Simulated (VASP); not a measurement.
Output of a VASP run:

OUTCAR:
```
 ion  position               nearest neighbor table
   1  0.333  0.667  0.250-   2 2.61   2 2.61   2 2.61   2 2.61   2 2.61   2 2.61
   2  0.667  0.333  0.750-   1 2.61   1 2.61   1 2.61   1 2.61   1 2.61   1 2.61
  LATTYP: Found a hexagonal cell.
 ALAT       =     2.6641813454
 C/A-ratio  =     1.5827859159
 Subroutine PRICEL returns:
 Original cell was already a primitive cell.
 Subroutine GETGRP returns: Found 24 space group operations
The static configuration has the point symmetry D_3d.
 The point group associated with its full space group is D_6h.
The dynamic configuration has the point symmetry D_3d.
 Subroutine INISYM returns: Found 24 space group operations
 Subroutine IBZKPT returns following result:
 Found    150 irreducible k-points:

 Following reciprocal coordinates:
            Coordinates               Weight
  0.000000  0.000000  0.000000      1.000000
  0.062500  0.000000  0.000000      6.000000
  0.125000  0.000000  0.000000      6.000000
  0.187500  0.000000  0.000000      6.000000
  0.250000  0.000000  0.000000      6.000000
  0.312500 -0.000000  0.000000      6.000000
  0.375000  0.000000  0.000000      6.000000
  0.437500  0.000000  0.000000      6.000000
  0.500000  0.000000  0.000000      3.000000
  0.062500  0.062500  0.000000      6.000000
  0.125000  0.062500  0.000000     12.000000
  0.187500  0.062500  0.000000     12.000000
  0.250000  0.062500  0.000000     12.000000
  0.312500  0.062500  0.000000     12.000000
  0.375000  0.062500  0.000000     12.000000
  0.437500  0.062500  0.000000     12.000000
  0.125000  0.125000  0.000000      6.000000
  0.187500  0.125000  0.000000     12.000000
  0.250000  0.125000  0.000000     12.000000
  0.312500  0.125000  0.000000     12.000000
  0.375000  0.125000  0.000000     12.000000
  0.437500  0.125000  0.000000      6.000000
  0.187500  0.187500  0.000000      6.000000
  0.250000  0.187500  0.000000     12.000000
  0.312500  0.187500  0.000000     12.000000
  0.375000  0.187500  0.000000     12.000000
  0.250000  0.250000  0.000000      6.000000
  0.312500  0.250000  0.000000     12.000000
  0.375000  0.250000  0.000000      6.000000
  0.312500  0.312500  0.000000      6.000000
  0.000000  0.000000  0.111111      2.000000
  0.062500  0.000000  0.111111     12.000000
  0.125000  0.000000  0.111111     12.000000
  0.187500  0.000000  0.111111     12.000000
  0.250000  0.000000  0.111111     12.000000
  0.312500 -0.000000  0.111111     12.000000
  0.375000  0.000000  0.111111     12.000000
  0.437500  0.000000  0.111111     12.000000
  0.500000  0.000000  0.111111      6.000000
  0.062500  0.062500  0.111111     12.000000
   k-points           NKPTS =    150   k-points in BZ     NKDIM =    150   number of bands    NBANDS=     12
   number of dos      NEDOS =    301   number of ions     NIONS =      2
   total plane-waves  NPLWV =  12800
   dimension x,y,z NGX =    20 NGY =   20 NGZ =   32
   dimension x,y,z NGXF=    40 NGYF=   40 NGZF=   64
   ions per type =               2
   PREC   = accura    normal or accurate (medium, high low for compatibility)
   ISTART =      0    job   : 0-new  1-cont  2-samecut
   ICHARG =      2    charge: 1-file 2-atom 10-const
   ISPIN  =      1    spin polarized calculation?
   LNONCOLLINEAR =      F non collinear calculations
   LSORBIT =      F    spin-orbit coupling
   INIWAV =      1    electr: 0-lowe 1-rand  2-diag
   ENCUT  =  500.0 eV  36.75 Ry    6.06 a.u.   4.86  4.86  7.69*2*pi/ulx,y,z
   NELM   =    100;   NELMIN=  2; NELMDL= -5     # of ELM steps
   EDIFF  = 0.1E-05   stopping-criterion for ELM
   LREAL  =      F    real-space projection
   NLSPLINE    = F    spline interpolate recip. space projectors
   LMAXMIX     =    6 max onsite mixed and CHGCAR
   VOSKOWN=      0    Vosko Wilk Nusair interpolation
   EDIFFG = -.2E-01   stopping-criterion for IOM
   NSW    =     40    number of steps for IOM
...
```

File OSZICAR:
```
       N       E                     dE             d eps       ncg     rms          rms(c)
DAV:   1     0.100676485436E+03    0.10068E+03   -0.77215E+03  3608   0.126E+03
DAV:   2    -0.204501149023E+02   -0.12113E+03   -0.10993E+03  3892   0.396E+02
DAV:   3    -0.265575601322E+02   -0.61074E+01   -0.56768E+01  4240   0.758E+01
DAV:   4    -0.266848998008E+02   -0.12734E+00   -0.12669E+00  3820   0.102E+01
DAV:   5    -0.266861827561E+02   -0.12830E-02   -0.12826E-02  4136   0.874E-01    0.386E+01
DAV:   6    -0.255419106039E+02    0.11443E+01   -0.10964E+00  3840   0.987E+00    0.183E+01
DAV:   7    -0.251852796209E+02    0.35663E+00   -0.80565E-01  4020   0.826E+00    0.937E-01
DAV:   8    -0.251769478948E+02    0.83317E-02   -0.89655E-03  3668   0.833E-01    0.367E-01
DAV:   9    -0.251753956325E+02    0.15523E-02   -0.17964E-03  3932   0.477E-01    0.578E-02
DAV:  10    -0.251754064506E+02   -0.10818E-04   -0.24246E-05  4096   0.419E-02    0.107E-02
DAV:  11    -0.251753991053E+02    0.73453E-05   -0.22470E-06  2892   0.205E-02    0.249E-03
DAV:  12    -0.251753990612E+02    0.44111E-07   -0.19187E-07  1876   0.415E-03
   1 F= -.20321901E+02 E0= -.20321935E+02  d E =-.203219E+02
```

OUTCAR:
```
------------------------ aborting loop because EDIFF is reached ----------------------------------------
  FORCE on cell =-STRESS in cart. coord.  units (eV):
  Direction    XX          YY          ZZ          XY          YZ          ZX
  --------------------------------------------------------------------------------------
  Total        4.8324199      4.8324181      4.8469796      0.0000000      0.0000000      0.0000000
  in kB      298.6971271    298.6970168    299.5970804      0.0000000      0.0000000      0.0000000
  external PRESSURE =      -1.0029252 kB  Pullay stress =     300.0000000 kB
  volume of cell :       25.92
      direct lattice vectors                 reciprocal lattice vectors
     1.332090857 -2.307248619  0.000000000     0.375349772 -0.216708332  0.000000000
     1.332090857  2.307248619  0.000000000     0.375349772  0.216708332  0.000000000
     0.000000000  0.000000000  4.216828711     0.000000000  0.000000000  0.237145037
 POSITION                                       TOTAL-FORCE (eV/Angst)
 -----------------------------------------------------------------------------------
      1.33209      0.76908      1.05421        -0.000000      0.000000      0.000000
      1.33209     -0.76908      3.16262         0.000000     -0.000000      0.000000
 -----------------------------------------------------------------------------------
    total drift:                               -0.000000      0.000016     -0.000020
  FREE ENERGIE OF THE ION-ELECTRON SYSTEM (eV)
  ---------------------------------------------------
  free  energy   TOTEN  =       -25.1753990612 eV

  energy  without entropy=      -25.1755016117  energy(sigma->0) =      -25.17543324
  enthalpy is  TOTEN    =       -20.3219008896 eV   P V=        4.8534981716

 reached required accuracy - stopping structural energy minimisation
```
(Selected blocks of OUTCAR.)

### POSCAR
```
Os
1
    1.3320908571    -2.3072486189    -0.0000000000
    1.3320908571     2.3072486189    -0.0000000000
    0.0000000000    -0.0000000000     4.2168287109
Os
2
Direct
  0.3333330000   0.6666670000   0.2500000000
  0.6666670000   0.3333330000   0.7500000000
```

Task: Reconstruct the remaining input files.

Result: This is not unique; one that fits is the input of the run itself, LDA (Ceperley-Alder, Perdew-Zunger), plane waves, VASP's LDA PAW potentials (set 64).

File KPOINTS:
```
K-points
0
G
16 16 9
0 0 0
```

INCAR:
```
SYSTEM = Os
PREC = Accurate
ENCUT = 500
EDIFF = 1E-6
NELM = 100
ALGO = Normal
LREAL = .FALSE.
LASPH = .TRUE.
ISMEAR = 1
SIGMA = 0.1
LMAXMIX = 6
LWAVE = .FALSE.
LCHARG = .FALSE.
IBRION = 2
ISIF = 3
NSW = 40
EDIFFG = -0.02
PSTRESS = 300
```

POTCAR, in this order: Os (LDA.64 set). Program: vasp_std.

The compound is Os in the hcp structure. It was relaxed first under an external pressure of 30 GPa.
